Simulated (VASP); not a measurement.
Given:

```yaml
crystal:
  lattice:
    - [2.08501, -3.61134, 0.00000]
    - [2.08501, 3.61134, 0.00000]
    - [0.00000, 0.00000, 7.21738]
  atoms:
    - { symbol: Mg, position: [0.00000, 0.00000, 0.00000] }
    - { symbol: I, position: [0.33333, 0.66667, 0.22920] }
    - { symbol: I, position: [0.66667, 0.33333, 0.77080] }
```

Method: MS2 meta-GGA, VASP's PBE PAW potentials (set 64) (plane waves; VASP 6.6.1). Run with 520 eV cut-off, 7×7×4 Γ-centred mesh, tetrahedra with Blöchl corrections, potentials Mg I.

The path is coarsely sampled, so an indirect gap can come out somewhat too large. Unless said otherwise, spin-orbit coupling is left out, though it shifts the bands of the heavy elements here.

Estimate the energy per atom (σ→0), band gap (over mesh and band path) with the smallest direct gap where there is one.

- band gap (over mesh and band path): 4.15 eV
- smallest direct gap (over mesh and band path): 4.58 eV
- energy per atom (σ→0): -0.746 eV/atom

The absolute energy has meaning only against runs of the same code, potentials and settings.

The compound is MgI2 in the 1T layered structure. It was relaxed first, which changed the volume by +6 %.
